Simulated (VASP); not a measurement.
# MnHg (Pm-3m) in VASP: further runs

One crystal, MnHg, is run at these levels: r2SCAN; tasks: single point.

All numbers are computed with VASP 6.6.1; they aren't measurements. Logs are shortened: lines on timing, memory, paths and dates and some standing lists are left out, and cuts for length are marked.

**1. The structure**

The structure is cubic, space group Pm-3m (No. 221). The conventional cell has a = 3.315 Å, b = 3.315 Å, c = 3.315 Å, α = 90.00°, β = 90.00°, γ = 90.00°. Around Hg (site symmetry m-3m) lie 8 Mn at 2.87 Å. Mn (site symmetry m-3m) is surrounded by 8 Hg at 2.87 Å.

**2. Single point, r2SCAN, collinear spin, ferromagnetic start**

File INCAR:

```
PREC = Accurate
ENCUT = 400
EDIFF = 1E-6
ISMEAR = 1
SIGMA = 0.15
LREAL = False
LASPH = True
NELM = 100
ALGO = Normal
ISIF = 2
LWAVE = False
LCHARG = False
ISPIN = 2
MAGMOM = 0 4
LORBIT = 11
LMAXMIX = 4
METAGGA = R2SCAN
LMIXTAU = True
NBANDS = 24
ADDGRID = False
```

File KPOINTS:

```
regular mesh
0
Gamma
  3 3 3
```

File POSCAR:

```
MnHg
1.0
    3.3150000000      0.0000000000      0.0000000000
    0.0000000000      3.3150000000      0.0000000000
    0.0000000000      0.0000000000      3.3150000000
Hg Mn
1 1
Direct
    0.0000000000      0.0000000000      0.0000000000
    0.5000000000      0.5000000000      0.5000000000
```

Potentials or basis: VASP PAW PBE potentials, release 64 (Hg, Mn_pv).

Command:

```
$ cat potpaw_PBE.64/Hg/POTCAR potpaw_PBE.64/Mn_pv/POTCAR > POTCAR
$ mpirun -np 1 vasp_std > vasp.out
```

OUTCAR:

```text
PREC = Accurate
   ENCUT = 400
   EDIFF = 1E-6
   ISMEAR = 1
   LREAL = False
   LASPH = True
   NELM = 100
   ISIF = 2
   ISPIN = 2
   LORBIT = 11
   METAGGA = R2SCAN

 Found      4 irreducible k-points:

 Following reciprocal coordinates:
            Coordinates               Weight
  0.000000  0.000000  0.000000      1.000000
  0.333333  0.000000  0.000000      6.000000
  0.333333  0.333333  0.000000     12.000000
  0.333333  0.333333  0.333333      8.000000
   k-points           NKPTS =      4   k-points in BZ     NKDIM =      4   number of bands    NBANDS=     24
   number of dos      NEDOS =    301   number of ions     NIONS =      2
   total plane-waves  NPLWV =  13824
   dimension x,y,z NGX =    24 NGY =   24 NGZ =   24
   dimension x,y,z NGXF=    48 NGYF=   48 NGZF=   48
   ions per type =               1   1
   NGX,Y,Z   is equivalent  to a cutoff of  12.04, 12.04, 12.04 a.u.
   NGXF,Y,Z  is equivalent  to a cutoff of  24.07, 24.07, 24.07 a.u.
 SYSTEM =  unknown system
   PREC   = accura    normal or accurate (medium, high low for compatibility)
   ISTART =      0    job   : 0-new  1-cont  2-samecut
   ICHARG =      2    charge: 1-file 2-atom 10-const
   ISPIN  =      2    spin polarized calculation?
   LNONCOLLINEAR =      F non collinear calculations
   LSORBIT =      F    spin-orbit coupling
   LASPH  =      T    aspherical Exc in radial PAW
   ENCUT  =  400.0 eV  29.40 Ry    5.42 a.u.   5.41  5.41  5.41*2*pi/ulx,y,z
   NELM   =    100;   NELMIN=  2; NELMDL= -5     # of ELM steps
   EDIFF  = 0.1E-05   stopping-criterion for ELM
   LREAL  =      F    real-space projection
   EDIFFG = 0.1E-04   stopping-criterion for IOM
   NSW    =      0    number of steps for IOM
   IBRION =     -1    ionic relax: 0-MD 1-quasi-New 2-CG
   NFREE  =      0    steps in history (QN), initial steepest desc. (CG)
   ISIF   =      2    stress and relaxation
   ISYM   =      2    0-nonsym 1-usesym 2-fastsym
   POTIM  = 0.5000    time-step for ionic-motion
   TEBEG  =    0.0;   TEEND  =   0.0 temperature during run
   PSTRESS=    0.0 pullay stress
   NELECT =      25.0000    total number of electrons
   NUPDOWN=      -1.0000    fix difference up-down
   EMIN   =  10.00;   EMAX   =-10.00  energy-range for DOS
   EFERMI =   0.00;   METHOD = LEGACY
   ISMEAR =     1;   SIGMA  =   0.15  broadening in eV -4-tet -1-fermi 0-gaus
   EFERMI_NEDOS =   21; number of points for ismear=-14 and -15
   IALGO  =     38    algorithm
   IMIX   =      4    mixing-type and parameters
     AMIX     =   0.40;   BMIX     =  1.00
     AMIX_MAG =   1.60;   BMIX_MAG =  1.00
  volume/ion in A,a.u.               =      18.21       122.92
  Fermi-wavevector in a.u.,A,eV,Ry     =   1.444014  2.728790 28.370534  2.085175
  Thomas-Fermi vector in A             =   2.562356
   LORBIT       =     11    0 simple, 1 ext, 2 COOP (PROOUT), +10 PAW based schemes
   METAGGA = R2SCAN    functional components
   LHFCALC =     F    Hartree Fock is set to
   AEXX    =    0.0000 exact exchange contribution
   IVDW    =     0    specifies the selected vdW correction
   LEPSILON=     F    determine dielectric tensor
   LRPA    =     F    only Hartree local field effects (RPA)
 spin polarized calculation
 Methfessel and Paxton  Order N= 1 SIGMA  =   0.15
  energy-cutoff  :      400.00
  volume of cell :       36.43
 maximum number of plane-waves:       691
 NGX is ok and might be reduce to    24
   NGX = 11   NGY = 11   NGZ = 11

 number of electron      24.9999961 magnetization       3.5925913

 Free energy of the ion-electron system (eV)
  ---------------------------------------------------
  ext. energy  EPLUGINS =         0.00000000
  ---------------------------------------------------
  free energy    TOTEN  =       -63.80130466 eV

  energy without entropy =      -63.79649679  energy(sigma->0) =      -63.79970204

 E-fermi :   5.6400     XC(G=0): -12.6464

 val. band max:        4.8022866089   @ k =   0.3333   0.3333   0.3333
 cond. band min:       5.7055132864   @ k =   0.3333   0.3333   0.0000
 fundamental gap:      0.9032266775
 Fermi energy:         5.6400194406

 spin component 1

 k-point     1 :       0.0000    0.0000    0.0000
  band No.  band energies     occupation
      1     -47.1501      1.00000
      2     -47.1501      1.00000
      3     -47.1501      1.00000
      4      -4.4009      1.00000
      5      -3.1389      1.00000
      6      -3.1389      1.00000
[... 16 lines left out ...]
     23      23.4184      0.00000
     24      27.1990      0.00000
[... 57 lines left out ...]
      1     -47.1597      1.00000
      2     -47.1597      1.00000
      3     -47.1594      1.00000
      4      -2.9153      1.00000
      5      -2.7251      1.00000
      6      -2.7251      1.00000
[... 16 lines left out ...]
     23      26.2141      0.00000
     24      28.1344      0.00000
 Fermi energy:         5.6400194406

 spin component 2

 k-point     1 :       0.0000    0.0000    0.0000
  band No.  band energies     occupation
      1     -41.6776      1.00000
      2     -41.6775      1.00000
      3     -41.6775      1.00000
      4      -4.7514      1.00000
      5      -3.2355      1.00000
      6      -3.2355      1.00000
[... 16 lines left out ...]
     23      23.1834      0.00000
     24      28.6591      0.00000
[... 58 lines left out ...]
      2     -41.6906      1.00000
      3     -41.6902      1.00000
      4      -2.9578      1.00000
      5      -2.7807      1.00000
      6      -2.7807      1.00000
[... 16 lines left out ...]
     23      26.4697      0.00000
     24      28.0326      0.00000

------------------------ aborting loop because EDIFF is reached ----------------------------------------

  FORCE on cell =-STRESS in cart. coord.  units (eV):
  Direction    XX          YY          ZZ          XY          YZ          ZX
  --------------------------------------------------------------------------------------
  -------------------------------------------------------------------------------------
  Total       -0.2896222     -0.2896222     -0.2896222     -0.0000000     -0.0000000     -0.0000000
  in kB      -12.7377248    -12.7377248    -12.7377248     -0.0000000     -0.0000000     -0.0000000
  external PRESSURE =     -12.7377248 kB  Pullay stress =       0.0000000 kB

 VOLUME and BASIS-vectors are now :
 -----------------------------------------------------------------------------
  energy-cutoff  :      400.00
  volume of cell :       36.43
      direct lattice vectors                 reciprocal lattice vectors
     3.315000000  0.000000000  0.000000000     0.301659125  0.000000000  0.000000000
     0.000000000  3.315000000  0.000000000     0.000000000  0.301659125  0.000000000
     0.000000000  0.000000000  3.315000000     0.000000000  0.000000000  0.301659125

 POSITION                                       TOTAL-FORCE (eV/Angst)
 -----------------------------------------------------------------------------------
      0.00000      0.00000      0.00000         0.000000      0.000000      0.000000
      1.65750      1.65750      1.65750         0.000000      0.000000      0.000000
 -----------------------------------------------------------------------------------
    total drift:                                0.000000      0.000000     -0.000000

  FREE ENERGIE OF THE ION-ELECTRON SYSTEM (eV)
  ---------------------------------------------------
  free  energy   TOTEN  =       -63.8013046649 eV

  energy  without entropy=      -63.7964967880  energy(sigma->0) =      -63.79970204

 total charge

# of ion       s       p       d       tot
------------------------------------------
    1        0.814   0.551   9.245  10.610
    2        0.260   6.169   4.966  11.395
--------------------------------------------------
tot          1.075   6.720  14.211  22.005

 magnetization (x)

# of ion       s       p       d       tot
------------------------------------------
    1       -0.057  -0.175   0.030  -0.201
    2        0.016  -0.016   3.909   3.909
--------------------------------------------------
tot         -0.041  -0.191   3.940   3.708
```

OSZICAR:

```text
N       E                     dE             d eps       ncg     rms          rms(c)
DAV:   1     0.165444972986E+03    0.16544E+03   -0.12202E+04   392   0.101E+03
DAV:   2    -0.629742330348E+02   -0.22842E+03   -0.21832E+03   384   0.322E+02
DAV:   3    -0.704082696963E+02   -0.74340E+01   -0.74137E+01   480   0.673E+01
DAV:   4    -0.704641189075E+02   -0.55849E-01   -0.55847E-01   400   0.536E+00
DAV:   5    -0.704649725657E+02   -0.85366E-03   -0.85365E-03   488   0.624E-01    0.114E+01
DAV:   6    -0.640123330023E+02    0.64526E+01   -0.17097E+01   400   0.350E+01    0.128E+01
DAV:   7    -0.637669636271E+02    0.24537E+00   -0.30981E+00   392   0.150E+01    0.636E+00
DAV:   8    -0.637686302289E+02   -0.16666E-02   -0.12102E-01   400   0.262E+00    0.335E+00
DAV:   9    -0.637944785096E+02   -0.25848E-01   -0.68872E-02   384   0.167E+00    0.105E+00
DAV:  10    -0.638007160044E+02   -0.62375E-02   -0.14049E-02   392   0.855E-01    0.274E-01
DAV:  11    -0.638009869647E+02   -0.27096E-03   -0.16813E-03   400   0.293E-01    0.131E-01
DAV:  12    -0.638012959822E+02   -0.30902E-03   -0.50666E-04   424   0.153E-01    0.699E-02
DAV:  13    -0.638012874393E+02    0.85429E-05   -0.71550E-05   408   0.640E-02    0.215E-02
DAV:  14    -0.638013072865E+02   -0.19847E-04   -0.19447E-05   400   0.328E-02    0.641E-03
DAV:  15    -0.638013098403E+02   -0.25537E-05   -0.38386E-06   392   0.158E-02    0.364E-03
DAV:  16    -0.638013039724E+02    0.58679E-05   -0.55999E-07   296   0.527E-03    0.209E-03
DAV:  17    -0.638013046649E+02   -0.69258E-06   -0.16115E-07   200   0.317E-03
   1 F= -.63801305E+02 E0= -.63799702E+02  d E =-.480788E-02  mag=     3.5926
```

stdout:

```text
POSCAR found type information on POSCAR HgMn
 POSCAR found :  2 types and       2 ions
 scaLAPACK will be used
 -----------------------------------------------------------------------------
|                                                                             |
|                                                                             |
|     You enforced a specific xc type in the INCAR file but a different       |
|     I HOPE YOU KNOW WHAT YOU ARE DOING!                                     |
|                                                                             |
 -----------------------------------------------------------------------------

 LDA part: xc-table for (None), standard interpolation
 POSCAR, INCAR and KPOINTS ok, starting setup
 FFT: planning ... GRIDC
 FFT: planning ... GRID_SOFT
 FFT: planning ... GRID
 WAVECAR not read
 entering main loop
```

It took 24 s on 1 thread of Intel Xeon Platinum 8488C (Sapphire Rapids), shared host; peak memory 0.15 GiB.

The run converged, but some of its settings lie outside the range that counts as converged, so its numbers aren't taken as properties of the crystal.

What came out:

| Property | Result |
| --- | --- |
| Free energy | -63.8013 eV |
| Pressure | -1.3 GPa |
| Band gap on the k mesh | none (metal or under the smearing width) |
| Net moment | 3.59 μB per cell |
| Site moments | Hg -0.20; Mn +3.91 μB |
| Valence electrons inside the program's atomic spheres | Hg 10.61; Mn 11.39 |

Caveat: the k mesh is coarse (spacing up to 0.63 Å⁻¹), so the values aren't converged; the PAW data sets were made with another functional, which shifts forces and pressure a little.

**3. Single point, r2SCAN, collinear spin, ferromagnetic start**

INCAR is that of step 2.

KPOINTS is that of step 2.

File POSCAR:

```
MnHg
1.0
    3.3150000000      0.0000000000      0.0000000000
    0.0000000000      3.3150000000      0.0000000000
    0.0000000000      0.0000000000      3.3150000000
Hg Mn
1 1
Direct
   -0.0058010000      0.0109980000     -0.0122330000
    0.5154140000      0.4990250000      0.4770600000
```

Potentials or basis: VASP PAW PBE potentials, release 64 (Hg, Mn_pv).

Command:

```
$ cat potpaw_PBE.64/Hg/POTCAR potpaw_PBE.64/Mn_pv/POTCAR > POTCAR
$ mpirun -np 1 vasp_std > vasp.out
```

Wall time 39 s (1 thread of Intel Xeon Platinum 8488C (Sapphire Rapids), shared host); peak memory 0.15 GiB.

These settings aren't checked as converged: the numbers below hold their error.

Results:

| Item | Value |
| --- | --- |
| Free energy | -63.7879 eV |
| Pressure | -1.1 GPa |
| Largest force | 0.292 eV/Å |
| Band gap on the k mesh | none (metal or under the smearing width) |
| Net moment | 3.59 μB per cell |
| Site moments | Hg -0.20; Mn +3.91 μB |
| Valence electrons inside the program's atomic spheres | Hg 10.61; Mn 11.40 |

Caveat: the k mesh is coarse (spacing up to 0.63 Å⁻¹), so the values aren't converged; the PAW data sets were made with another functional, which shifts forces and pressure a little.

**4. Single point, r2SCAN, collinear spin, ferromagnetic start**

Changes to INCAR since step 3:

```diff
@@ -1,3 +1,3 @@
 PREC = Accurate
-ENCUT = 400
+ENCUT = 500
 EDIFF = 1E-6
```

KPOINTS is that of step 3.

File POSCAR:

```
MnHg
1.0
    3.3150000000      0.0000000000      0.0000000000
    0.0000000000      3.3150000000      0.0000000000
    0.0000000000      0.0000000000      3.3150000000
Hg Mn
1 1
Direct
    0.0000000000      0.0000000000      0.0000000000
    0.5000000000      0.5000000000      0.5000000000
```

Command:

```
$ cat potpaw_PBE.64/Hg/POTCAR potpaw_PBE.64/Mn_pv/POTCAR > POTCAR
$ mpirun -np 1 vasp_std > vasp.out
```

Wall time 21 s (1 thread of Intel Xeon Platinum 8488C (Sapphire Rapids), shared host); peak memory 0.16 GiB.

The run converged, but some of its settings lie outside the range that counts as converged, so its numbers aren't taken as properties of the crystal.

What came out:

| Quantity | Value |
| --- | --- |
| Free energy | -63.7992 eV |
| Pressure | -0.8 GPa |
| Band gap on the k mesh | none (metal or under the smearing width) |
| Net moment | 3.59 μB per cell |
| Site moments | Hg -0.20; Mn +3.91 μB |
| Valence electrons inside the program's atomic spheres | Hg 10.61; Mn 11.40 |

Caveat: the k mesh is coarse (spacing up to 0.63 Å⁻¹), so the values aren't converged; the PAW data sets were made with another functional, which shifts forces and pressure a little.

**5. Single point, r2SCAN, collinear spin, ferromagnetic start**

INCAR is that of step 4.

KPOINTS is that of step 4.

File POSCAR:

```
MnHg
1.0
    3.3150000000      0.0000000000      0.0000000000
    0.0000000000      3.3150000000      0.0000000000
    0.0000000000      0.0000000000      3.3150000000
Hg Mn
1 1
Direct
   -0.0058010000      0.0109980000     -0.0122330000
    0.5154140000      0.4990250000      0.4770600000
```

Command:

```
$ cat potpaw_PBE.64/Hg/POTCAR potpaw_PBE.64/Mn_pv/POTCAR > POTCAR
$ mpirun -np 1 vasp_std > vasp.out
```

It took 49 s on 1 thread of Intel Xeon Platinum 8488C (Sapphire Rapids), shared host; peak memory 0.16 GiB.

The run converged, but some of its settings lie outside the range that counts as converged, so its numbers aren't taken as properties of the crystal.

What came out:

| Item | Value |
| --- | --- |
| Free energy | -63.7858 eV |
| Pressure | -0.6 GPa |
| Largest force | 0.292 eV/Å |
| Band gap on the k mesh | none (metal or under the smearing width) |
| Net moment | 3.59 μB per cell |
| Site moments | Hg -0.20; Mn +3.91 μB |
| Valence electrons inside the program's atomic spheres | Hg 10.61; Mn 11.40 |

Caveat: the k mesh is coarse (spacing up to 0.63 Å⁻¹), so the values aren't converged; the PAW data sets were made with another functional, which shifts forces and pressure a little.
